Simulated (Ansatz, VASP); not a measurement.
Two plane-wave programs on CuB2

```
Cu B
1.0
    -1.44330    3.36237    2.65627
     1.44330   -3.36237    2.65627
     1.44330    3.36237   -2.65627
Cu B
2 4
Direct
  0.75896 0.50896 0.25000
  0.24104 0.49104 0.75000
  0.15806 0.15656 0.00151
  0.65505 0.15656 0.49849
  0.84194 0.84344 0.99849
  0.34495 0.84344 0.50151
```

Alike in both runs: functional r2SCAN; k mesh 6 × 6 × 6; occupations gaussian, width 0.1 eV; no spin polarisation.

Ansatz relaxed the structure, and its values are those at the end. VASP's run is a single point on that final structure, the one shown.

```csv
,VASP,Ansatz
version,VASP 6.6.1,Ansatz 0.2.0
potentials or method,"VASP PAW PBE potentials, release 64 (Cu, B)","scalar-relativistic, plane waves, PAW"
plane-wave cutoff (eV),520,500
valence electrons in the cell,34,50
```

|  | VASP | Ansatz | Ansatz less VASP |
| --- | --- | --- | --- |
| gap on the k mesh at the Fermi level (eV) | none | none | - |
| pressure (GPa) | 0.4 | 0.0 | -0.33 |
| rms of the force components (eV/Å) | 0.006 | 0.008 | +0.0019 |

A gap of «none» marks a metal or a gap that the smearing closes. With one functional, cell and mesh, what is left measures potentials, basis and numerics. The two sets of potentials don't hold the same shells in valence.

Caveats: the k mesh is coarse (spacing up to 0.41 Å⁻¹), so the values aren't converged; the PAW data sets were made with another functional, which shifts forces and pressure a little (VASP).
